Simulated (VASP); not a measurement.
Calculation: r2SCAN meta-GGA, VASP's PBE PAW potentials (set 64) (plane waves; VASP).

Input for VASP

### KPOINTS
```
K-points
0
gamma
  24 24 1
0 0 0
```

### POSCAR
```
C bilayer
1
    2.4573474498     0.0000000000     0.0000000000
   -1.2286737249     2.1281248258     0.0000000000
    0.0000000000     0.0000000000    19.9831150332
C
4
Direct
  0.0000000000   0.0000000000   0.4133300000
  0.6666670000   0.3333330000   0.4133300000
  0.0000000000   0.0000000000   0.5866700000
  0.3333330000   0.6666670000   0.5866700000
```

**INCAR**
```
LASPH=.TRUE.   # aspherical one-centre terms
SIGMA=0.1   # width (eV)
LORBIT=11
NELM=100   # most electronic steps
ALGO=Normal
LCHARG=.FALSE.
LMIXTAU=.TRUE.
ISMEAR=1   # Methfessel-Paxton
PREC=Normal
LREAL=.FALSE.   # projection in real space or not
ENCUT=500   # plane-wave cut-off (eV)
SYSTEM=C bilayer
NELMIN=4
LVHAR=.TRUE.
METAGGA=R2SCAN
LWAVE=.FALSE.
EDIFF=1E-6
```

POTCAR, in this order: C (PBE.64 set). Program: vasp_std. Read from the step before: WAVECAR.

Output

OSZICAR:
```
       N       E                     dE             d eps       ncg     rms          rms(c)
DAV:   1    -0.397206146467E+02   -0.39721E+02   -0.81681E-05  1512   0.896E-02    0.696E-03
DAV:   2    -0.397205625665E+02    0.52080E-04   -0.50285E-06  1608   0.269E-02    0.376E-03
DAV:   3    -0.397205300722E+02    0.32494E-04   -0.54703E-06  1472   0.292E-02    0.605E-04
DAV:   4    -0.397205666460E+02   -0.36574E-04   -0.33642E-06  1464   0.264E-02    0.512E-04
DAV:   5    -0.397205877195E+02   -0.21073E-04   -0.15043E-06  1416   0.187E-02    0.318E-04
DAV:   6    -0.397205892655E+02   -0.15460E-05   -0.79895E-07  1156   0.133E-02    0.200E-04
DAV:   7    -0.397205905167E+02   -0.12513E-05   -0.56870E-07   976   0.106E-02    0.154E-04
DAV:   8    -0.397205841332E+02    0.63835E-05   -0.10078E-06  1312   0.144E-02    0.168E-04
DAV:   9    -0.397205986488E+02   -0.14516E-04   -0.33255E-07   964   0.835E-03    0.115E-04
DAV:  10    -0.397205995384E+02   -0.88960E-06   -0.43039E-07   976   0.101E-02
   1 F= -.39720600E+02 E0= -.39720534E+02  d E =-.195236E-03
```

**OUTCAR**
```
------------------------ aborting loop because EDIFF is reached ----------------------------------------
  FORCE on cell =-STRESS in cart. coord.  units (eV):
  Direction    XX          YY          ZZ          XY          YZ          ZX
  --------------------------------------------------------------------------------------
  Total        0.0783950      0.0783949      0.0380590      0.0000000      0.0000000      0.0000000
  in kB        1.2019099      1.2019094      0.5835000      0.0000000      0.0000000      0.0000000
  external PRESSURE =       0.9957731 kB  Pullay stress =       0.0000000 kB
  volume of cell :      104.50
      direct lattice vectors                 reciprocal lattice vectors
     2.457347450  0.000000000  0.000000000     0.406942860  0.234948624  0.000000000
    -1.228673725  2.128124826  0.000000000     0.000000000  0.469897248  0.000000000
     0.000000000  0.000000000 19.983115033     0.000000000  0.000000000  0.050042248
 POSITION                                       TOTAL-FORCE (eV/Angst)
 -----------------------------------------------------------------------------------
      0.00000      0.00000      8.25962        -0.000000     -0.000000     -0.004632
      1.22867      0.70937      8.25962         0.000000     -0.000000     -0.009659
      0.00000      0.00000     11.72349        -0.000000      0.000000      0.004632
     -0.00000      1.41875     11.72349        -0.000000      0.000000      0.009659
 -----------------------------------------------------------------------------------
    total drift:                                0.000000     -0.000000      0.000000
  FREE ENERGIE OF THE ION-ELECTRON SYSTEM (eV)
  ---------------------------------------------------
  free  energy   TOTEN  =       -39.7205995384 eV

  energy  without entropy=      -39.7204043025  energy(sigma->0) =      -39.72053446

 total charge

# of ion       s       p       d       tot
------------------------------------------
    1        0.879   1.785   0.000   2.664
    2        0.879   1.787   0.000   2.666
    3        0.879   1.785   0.000   2.664
    4        0.879   1.787   0.000   2.666
--------------------------------------------------
tot          3.516   7.144   0.000  10.659
```
(Selected blocks of OUTCAR.)

The cell is a sheet with vacuum, built from C (graphite).
